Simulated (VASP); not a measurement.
Calculation: LDA (Ceperley-Alder, Perdew-Zunger), VASP's LDA PAW potentials (set 64) (plane waves; VASP).

VASP ran on this input.

**INCAR**
```
IBRION=2
LCHARG=.FALSE.
EDIFFG=-0.01   ! ionic stop
LMAXMIX=4
PREC=Accurate
ISIF=3   ! ions, shape and volume
NSW=60   ! most ionic steps
EDIFF=1E-6   ! SCF stop (eV)
LWAVE=.FALSE.
LREAL=.FALSE.
SIGMA=0.1
NELM=100   ! most electronic steps
ENCUT=400
SYSTEM=CoGa
ALGO=Normal   ! blocked Davidson
LASPH=.TRUE.   ! aspherical one-centre terms
ISMEAR=1   ! Methfessel-Paxton
```

File POSCAR:
```
CoGa
1.0
  2.8095444446   0.0000000000   0.0000000000
  0.0000000000   2.8095444446   0.0000000000
  0.0000000000   0.0000000000   2.8095444446
Ga Co
1 1
Cartesian
  1.4047722223   1.4047722223   1.4047722223
  0.0000000000   0.0000000000   0.0000000000
```

**KPOINTS**
```
kpoints
0
G
 12 12 12
```

POTCAR, in this order: Ga_d Co (LDA.64 set). Program: vasp_std.

Output

**OSZICAR**
```
       N       E                     dE             d eps       ncg     rms          rms(c)
DAV:   1     0.841363762394E+02    0.84136E+02   -0.91796E+03  2758   0.225E+03
DAV:   2    -0.937007659170E+01   -0.93506E+02   -0.91399E+02  2576   0.322E+02
DAV:   3    -0.135046407752E+02   -0.41346E+01   -0.41159E+01  3010   0.746E+01
DAV:   4    -0.135630459265E+02   -0.58405E-01   -0.58385E-01  3388   0.811E+00
DAV:   5    -0.135643916328E+02   -0.13457E-02   -0.13457E-02  3157   0.106E+00    0.101E+01
DAV:   6    -0.142388996868E+02   -0.67451E+00   -0.20113E+01  2897   0.629E+01    0.103E+01
DAV:   7    -0.125725139942E+02    0.16664E+01   -0.79978E+00  2640   0.466E+01    0.208E+00
DAV:   8    -0.125403644905E+02    0.32150E-01   -0.22802E-01  3055   0.534E+00    0.666E-01
DAV:   9    -0.125333567564E+02    0.70077E-02   -0.19127E-02  3518   0.227E+00    0.130E-01
DAV:  10    -0.125330469646E+02    0.30979E-03   -0.54401E-04  3230   0.336E-01    0.732E-02
DAV:  11    -0.125330243018E+02    0.22663E-04   -0.10188E-04  3415   0.182E-01    0.141E-02
DAV:  12    -0.125330236027E+02    0.69907E-06   -0.62319E-06  3109   0.440E-02
   1 F= -.12533024E+02 E0= -.12533099E+02  d E =-.125330E+02
```

### OUTCAR
```
------------------------ aborting loop because EDIFF is reached ----------------------------------------
  FORCE on cell =-STRESS in cart. coord.  units (eV):
  Direction    XX          YY          ZZ          XY          YZ          ZX
  --------------------------------------------------------------------------------------
  Total       -0.0164162     -0.0164162     -0.0164162      0.0000000     -0.0000000      0.0000000
  in kB       -1.1859718     -1.1859718     -1.1859718      0.0000000     -0.0000000      0.0000000
  external PRESSURE =      -1.1859718 kB  Pullay stress =       0.0000000 kB
  volume of cell :       22.18
      direct lattice vectors                 reciprocal lattice vectors
     2.809544445  0.000000000  0.000000000     0.355929589  0.000000000  0.000000000
     0.000000000  2.809544445  0.000000000     0.000000000  0.355929589  0.000000000
     0.000000000  0.000000000  2.809544445     0.000000000  0.000000000  0.355929589
 POSITION                                       TOTAL-FORCE (eV/Angst)
 -----------------------------------------------------------------------------------
      1.40477      1.40477      1.40477         0.000000      0.000000      0.000000
      0.00000      0.00000      0.00000         0.000000      0.000000      0.000000
 -----------------------------------------------------------------------------------
    total drift:                                0.000000     -0.000000      0.000000
  FREE ENERGIE OF THE ION-ELECTRON SYSTEM (eV)
  ---------------------------------------------------
  free  energy   TOTEN  =       -12.5330236027 eV

  energy  without entropy=      -12.5332497572  energy(sigma->0) =      -12.53309899

 reached required accuracy - stopping structural energy minimisation
```
(Selected blocks of OUTCAR.)

The compound is CoGa in the CsCl type structure. It was relaxed first, which changed the volume by -7 %. The start is the result of an earlier pass. The run is not spin-polarised, so no magnetic state was tried.
